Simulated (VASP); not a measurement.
# CdNiSe3 (Pm-3m) in VASP: settings compared, part 2 of 2

VASP 6.6.1. Earlier steps stand in the parts before.

## (5) Relaxation of cell and atoms, optB88-vdW, collinear spin, ferromagnetic start

File INCAR:

```
PREC = Accurate
ENCUT = 600
EDIFF = 1E-6
ISMEAR = -1
SIGMA = 0.05
LREAL = F
LASPH = T
NELM = 120
ALGO = Normal
ISIF = 3
LWAVE = F
LCHARG = F
ISPIN = 2
MAGMOM = 0 1 0 0 0
LORBIT = 11
LMAXMIX = 4
GGA = BO
LUSE_VDW = T
AGGAC = 0.0
PARAM1 = 0.1833333333
PARAM2 = 0.22
IBRION = 2
NSW = 60
EDIFFG = -0.01
```

File KPOINTS:

```
Automatic mesh
0
Gamma
  5 5 5
```

File POSCAR:

```
CdNiSe3
1.0
    4.7673800000      0.0000000000      0.0000000000
    0.0000000000      4.7673800000      0.0000000000
    0.0000000000      0.0000000000      4.7673800000
Cd Ni Se
1 1 3
Direct
    0.5000000000      0.5000000000      0.5000000000
    0.0000000000      0.0000000000      0.0000000000
    0.5000000000      0.0000000000      0.0000000000
    0.0000000000      0.5000000000      0.0000000000
    0.0000000000      0.0000000000      0.5000000000
```

Potentials or basis: VASP PAW PBE potentials, release 64 (Cd, Ni, Se).

Launch:

```sh
cat potpaw_PBE.64/Cd/POTCAR potpaw_PBE.64/Ni/POTCAR potpaw_PBE.64/Se/POTCAR > POTCAR
mpirun -np 1 vasp_std > vasp.out
```

OUTCAR:

```text
PREC = Accurate
   ENCUT = 600
   EDIFF = 1E-6
   ISMEAR = -1
   LREAL = F
   LASPH = T
   NELM = 120
   ISIF = 3
   ISPIN = 2
   LORBIT = 11
   GGA = BO
   IBRION = 2
   NSW = 60
   EDIFFG = -0.01

 ion  position               nearest neighbor table
   1  0.500  0.500  0.500-
   2  0.000  0.000  0.000-   3 2.38   4 2.38   5 2.38   5 2.38   4 2.38   3 2.38
   3  0.500  0.000  0.000-   2 2.38   2 2.38
   4  0.000  0.500  0.000-   2 2.38   2 2.38
   5  0.000  0.000  0.500-   2 2.38   2 2.38

  LATTYP: Found a simple cubic cell.
 ALAT       =     4.7673800000

  Lattice vectors:

 A1 = (   4.7673800000,   0.0000000000,   0.0000000000)
 A2 = (   0.0000000000,   4.7673800000,   0.0000000000)
 A3 = (   0.0000000000,   0.0000000000,   4.7673800000)

Analysis of symmetry for initial positions (statically):
=====================================================================
 Subroutine PRICEL returns:
 Original cell was already a primitive cell.

 Routine SETGRP: Setting up the symmetry group for a
 simple cubic supercell.

 Subroutine GETGRP returns: Found 48 space group operations
 (whereof 48 operations were pure point group operations)
 out of a pool of 48 trial point group operations.

The static configuration has the point symmetry O_h .

Analysis of symmetry for dynamics (positions and initial velocities):
[... 178 lines left out ...]
  Total        0.2189774      0.2189774      0.2189774     -0.0000000     -0.0000000     -0.0000000
  in kB        3.2379534      3.2379534      3.2379534     -0.0000000     -0.0000000     -0.0000000
  external PRESSURE =       3.2379534 kB  Pullay stress =       0.0000000 kB
[... 73 lines left out ...]
 number of electron      40.0000007 magnetization       0.0000023

 number of electron      40.0000007 magnetization      -0.0000023

 Free energy of the ion-electron system (eV)
  ---------------------------------------------------
  ext. energy  EPLUGINS =         0.00000000
  ---------------------------------------------------
  free energy    TOTEN  =        -4.97736324 eV

  energy without entropy =       -4.93318433  energy(sigma->0) =       -4.95527379

 E-fermi :   3.3247     XC(G=0): -10.1170

 val. band max:        3.3206700817   @ k =   0.2000   0.0000   0.0000
 cond. band min:       3.3445257075   @ k =   0.4000   0.2000   0.2000
 fundamental gap:      0.0238556258
 Fermi energy:         3.3246885936

 spin component 1

 k-point     1 :       0.0000    0.0000    0.0000
  band No.  band energies     occupation
      1     -10.7527      1.00000
      2      -8.5821      1.00000
      3      -8.5821      1.00000
      4      -4.8038      1.00000
      5      -4.8038      1.00000
      6      -4.8038      1.00000
[... 269 lines left out ...]
     24       9.4579      0.00000
     25       9.7712      0.00000
 Fermi energy:         3.3246885936

 spin component 2

 k-point     1 :       0.0000    0.0000    0.0000
  band No.  band energies     occupation
      1     -10.7527      1.00000
      2      -8.5821      1.00000
      3      -8.5821      1.00000
      4      -4.8038      1.00000
      5      -4.8038      1.00000
      6      -4.8038      1.00000
[... 305 lines left out ...]
  energy  without entropy=       -4.9331843324  energy(sigma->0) =       -4.95527379

Total vdW correction in eV:      7.2222195

 reached required accuracy - stopping structural energy minimisation

 total charge

# of ion       s       p       d       tot
------------------------------------------
    1        0.445   0.118   9.558  10.122
    2        0.421   0.459   8.472   9.352
    3        1.505   2.217   0.038   3.761
    4        1.505   2.217   0.038   3.761
    5        1.505   2.217   0.038   3.761
--------------------------------------------------
tot          5.382   7.229  18.146  30.757

 magnetization (x)

# of ion       s       p       d       tot
------------------------------------------
    1       -0.000   0.000   0.000  -0.000
    2        0.000   0.000   0.000   0.000
    3       -0.000   0.000   0.000   0.000
    4       -0.000   0.000   0.000   0.000
    5       -0.000   0.000   0.000   0.000
--------------------------------------------------
tot         -0.000   0.000   0.000   0.000
```

OSZICAR:

```text
N       E                     dE             d eps       ncg     rms          rms(c)
DAV:   1     0.316361569128E+03    0.31636E+03   -0.19240E+04  1000   0.168E+03
DAV:   2     0.201118785463E+02   -0.29625E+03   -0.28950E+03  1046   0.368E+02
[... 28 lines left out ...]
DAV:   1    -0.497845451773E+01   -0.11455E-02   -0.16856E-02  1030   0.164E+00    0.318E-01
DAV:   2    -0.498360772162E+01   -0.51532E-02   -0.50498E-02  1072   0.333E+00    0.786E-01
DAV:   3    -0.497737957955E+01    0.62281E-02   -0.30555E-02  1136   0.266E+00    0.653E-02
DAV:   4    -0.497737754351E+01    0.20360E-05   -0.67619E-04  1026   0.157E-01    0.548E-02
DAV:   5    -0.497736517770E+01    0.12366E-04   -0.11034E-04  1080   0.156E-01    0.192E-02
DAV:   6    -0.497736320380E+01    0.19739E-05   -0.18683E-05  1025   0.576E-02    0.327E-03
DAV:   7    -0.497736323895E+01   -0.35144E-07   -0.10359E-06   503   0.125E-02
   3 F= -.49773632E+01 E0= -.49552738E+01  d E =-.522201E-03  mag=     0.0000
```

CONTCAR:

```text
CdNiSe3
   1.00000000000000
     4.7751070658748169   -0.0000000000000000   -0.0000000000000000
    -0.0000000000000000    4.7751070658748169   -0.0000000000000000
     0.0000000000000000   -0.0000000000000000    4.7751070658748169
  Cd              Ni              Se
     1     1     3
Direct
     0.5000000000000000    0.5000000000000000    0.5000000000000000
     0.0000000000000000    0.0000000000000000    0.0000000000000000
     0.5000000000000000    0.0000000000000000    0.0000000000000000
     0.0000000000000000    0.5000000000000000    0.0000000000000000
     0.0000000000000000    0.0000000000000000    0.5000000000000000

  0.00000000E+00  0.00000000E+00  0.00000000E+00
  0.00000000E+00  0.00000000E+00  0.00000000E+00
  0.00000000E+00  0.00000000E+00  0.00000000E+00
  0.00000000E+00  0.00000000E+00  0.00000000E+00
  0.00000000E+00  0.00000000E+00  0.00000000E+00
```

Wall time 3.7 min (1 thread of AMD EPYC 9R45 (Zen 5), shared host); peak memory 0.63 GiB.

What came out:

```
Free energy                                           : -4.9774 eV
Relaxed volume                                        : 21.78 Å³/atom
Relaxed cell                                          : a = 4.775 Å, b = 4.775 Å, c = 4.775 Å, α = 90.00°, β = 90.00°, γ = 90.00°
Space group after relaxing (to 0.05 Å)                : Pm-3m (No. 221)
Energy gained by relaxing                             : 0.1 meV/atom
Ionic steps                                           : 3
Pressure after relaxing                               : 0.0 GPa
Band gap on the k mesh                                : none (metal or under the smearing width)
Net moment                                            : 0.00 μB per cell
Valence electrons inside the program's atomic spheres : Cd 10.12; Ni 9.35; Se 3.76
```

Step by step:
```tsv
step	energy change (eV)	largest force (eV/Å)	pressure (GPa)	volume (Å³)
1	0.0000	0.0000	0.32	108.35
2	-0.0005	0.0000	-0.08	109.04
3	-0.0005	0.0000	0.02	108.88
```

Final structure:
```
Cd Ni Se
1.0
     4.77511    0.00000    0.00000
     0.00000    4.77511    0.00000
     0.00000    0.00000    4.77511
Cd Ni Se
1 1 3
Direct
  0.50000 0.50000 0.50000
  0.00000 0.00000 0.00000
  0.50000 0.00000 0.00000
  0.00000 0.50000 0.00000
  0.00000 0.00000 0.50000
```

Caveat: the PAW data sets were made with another functional, which shifts forces and pressure a little.

## (6) Relaxation of cell and atoms, vdW-DF-cx, collinear spin, ferromagnetic start

INCAR, as its differences from that of step 5:

```diff
@@ -16,7 +16,5 @@
 LMAXMIX = 4
-GGA = BO
+GGA = CX
 LUSE_VDW = T
 AGGAC = 0.0
-PARAM1 = 0.1833333333
-PARAM2 = 0.22
 IBRION = 2
```

KPOINTS is that of step 5.

POSCAR is that of step 5.

Potentials or basis: VASP PAW PBE potentials, release 64 (Cd, Ni, Se).

Launch:

```sh
cat potpaw_PBE.64/Cd/POTCAR potpaw_PBE.64/Ni/POTCAR potpaw_PBE.64/Se/POTCAR > POTCAR
mpirun -np 1 vasp_std > vasp.out
```

Wall time 4.2 min (1 thread of AMD EPYC 9R45 (Zen 5), shared host); peak memory 0.63 GiB.

The run converged. Its results:

```yaml
Free_energy: -5.8869 eV
Relaxed_volume: 20.84 Å³/atom
Relaxed_cell: a = 4.705 Å, b = 4.705 Å, c = 4.705 Å, α = 90.00°, β = 90.00°, γ = 90.00°
Space_group_after_relaxing_to_0.05_Å: Pm-3m (No. 221)
Energy_gained_by_relaxing: 7.4 meV/atom
Ionic_steps: 3
Pressure_after_relaxing: 0.0 GPa
Band_gap_on_the_k_mesh: none (metal or under the smearing width)
Net_moment: 0.00 μB per cell
Valence_electrons_inside_the_program's_atomic_spheres: Cd 10.12; Ni 9.44; Se 3.76
```

Step by step:
```csv
step,energy change (eV),largest force (eV/Å),pressure (GPa),volume (Å³)
1,0.0000,0.0000,-2.81,108.35
2,-0.0311,0.0000,1.27,102.51
3,-0.0372,0.0000,0.00,104.18
```

Final structure:
```
Cd Ni Se
1.0
     4.70532    0.00000    0.00000
     0.00000    4.70532    0.00000
     0.00000    0.00000    4.70532
Cd Ni Se
1 1 3
Cartesian
  2.3527 2.3527 2.3527
  0.0000 0.0000 0.0000
  2.3527 0.0000 0.0000
  0.0000 2.3527 0.0000
  0.0000 0.0000 2.3527
```

Levels at points of the mesh, in eV from the Fermi level:
Spin up:
| k point | band 18 | band 19 | band 20 | band 21 | band 22 | band 23 |
| --- | --- | --- | --- | --- | --- | --- |
| (0.00, 0.00, 0.00) | -0.81 | -0.81 | -0.81 | -0.05 | -0.05 | -0.05 |
Spin down:
| k point | band 18 | band 19 | band 20 | band 21 | band 22 | band 23 |
| --- | --- | --- | --- | --- | --- | --- |
| (0.00, 0.00, 0.00) | -0.81 | -0.81 | -0.81 | -0.05 | -0.05 | -0.05 |

Caveat: the PAW data sets were made with another functional, which shifts forces and pressure a little.

## (7) For comparison

An earlier run on the cell as given: functional PBE; potentials or basis VASP PAW PBE potentials, release 64 (Cd, Ni, Se); cutoff 520 eV; k mesh 6 × 6 × 6; occupations fermi-dirac, width 0.05 eV; collinear spin, ferromagnetic start; starting moments [0.0, 1.0, 0.0, 0.0, 0.0] μB.

* Pressure: 0.0 GPa
* Band gap on the k mesh: none (metal or under the smearing width)
* Net moment: 0.00 μB per cell
* Valence electrons inside the program's atomic spheres: Cd 10.12; Ni 9.34; Se 3.74

## (8) Overview

| task | level | cell | k mesh | cutoff (eV) | gap on the mesh (eV) | pressure (GPa) | moment (μB) | relaxed volume (Å³/atom) |
| --- | --- | --- | --- | --- | --- | --- | --- | --- |
| relaxation of cell and atoms | BLYP | relaxed | 5 × 5 × 5 | 600 | none | 0.0 | 0.00 | 23.53 |
| relaxation of cell and atoms | AM05 | relaxed | 5 × 5 × 5 | 600 | none | 0.0 | 0.00 | 20.55 |
| relaxation of cell and atoms | PW91 | relaxed | 5 × 5 × 5 | 600 | none | 0.0 | 0.00 | 21.72 |
| relaxation of cell and atoms | optB88-vdW | relaxed | 5 × 5 × 5 | 600 | none | 0.0 | 0.00 | 21.78 |
| relaxation of cell and atoms | vdW-DF-cx | relaxed | 5 × 5 × 5 | 600 | none | 0.0 | 0.00 | 20.84 |
| single point | PBE | as given | 6 × 6 × 6 | 520 | none | 0.0 | 0.00 | - |

Alike in all rows: potentials or basis VASP PAW PBE potentials, release 64 (Cd, Ni, Se); spin collinear, ferromagnetic start; smearing fermi-dirac 0.05 eV.

Caveats: the PAW data sets were made with another functional, which shifts forces and pressure a little (some runs).

Absolute energies hang on the potentials; compare differences alone.
